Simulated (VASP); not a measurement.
An input for Ansatz (written as the equivalent of a VASP run, and not itself run):

Ansatz 0.2 input:
```yaml
crystal:
  lattice:
    - [2.0857150, -6.0149030, 0.0000000]
    - [2.0857150, 6.0149030, 0.0000000]
    - [0.0000000, 0.0000000, 4.1713080]
  atoms:
    - { symbol: Sn, position: [0.8717800, 0.1282200, 0.7500000] }
    - { symbol: Sn, position: [0.1282200, 0.8717800, 0.2500000] }
    - { symbol: S, position: [0.6538700, 0.3461300, 0.7500000] }
    - { symbol: S, position: [0.3461300, 0.6538700, 0.2500000] }
kpoints:
  mp_grid: { grid: [3, 3, 3] }
hamiltonian:
  xc: pbesol
  pseudopotentials: { kind: paw }
scf:
  occupations: { method: fermi_dirac, width: 0.05 }
  max_iter: 100
output: { forces: true, stress: true, eigenvalues: true }
```

Question: Translate this input to VASP (INCAR, KPOINTS, POSCAR, choice of POTCAR).

Answer: This is not unique; one that fits is 
### INCAR
```
SYSTEM = SnS
PREC = Accurate
ENCUT = 300
EDIFF = 1E-6
NELM = 100
ALGO = Normal
LREAL = .FALSE.
LASPH = .TRUE.
ISMEAR = -1
SIGMA = 0.05
GGA = PS
LMAXMIX = 4
LWAVE = .FALSE.
LCHARG = .FALSE.
ISIF = 2
```

KPOINTS:
```
Automatic mesh
0
Gamma
3 3 3
0 0 0
```

### POSCAR
```
SnS
1
    2.0857150000    -6.0149030000     0.0000000000
    2.0857150000     6.0149030000     0.0000000000
    0.0000000000     0.0000000000     4.1713080000
Sn S
2 2
Direct
  0.8717800000   0.1282200000   0.7500000000
  0.1282200000   0.8717800000   0.2500000000
  0.6538700000   0.3461300000   0.7500000000
  0.3461300000   0.6538700000   0.2500000000
```

POTCAR, in this order: Sn_d S (PBE.64 set). Program: vasp_std.

Limits of the translation: each code has its own PAW files, so the cut-off isn't converted (ENCUT is set for VASP's; basis.ecutwfc is left out, and Ansatz then takes the one that its files recommend); Ansatz stops its SCF on the density residual and VASP on the energy change (EDIFF).

The structure comes from a computed database's SnS entry; how it stands against other phases isn't given here. The cell was not relaxed at this level. The k-mesh is coarse (spacing up to 0.53 per Å, 2π included), so the numbers may not be converged in it. The run is one of a series of settings (KPOINTS 3×3×3 Γ-centred mesh against the base run), some of them coarse on purpose.
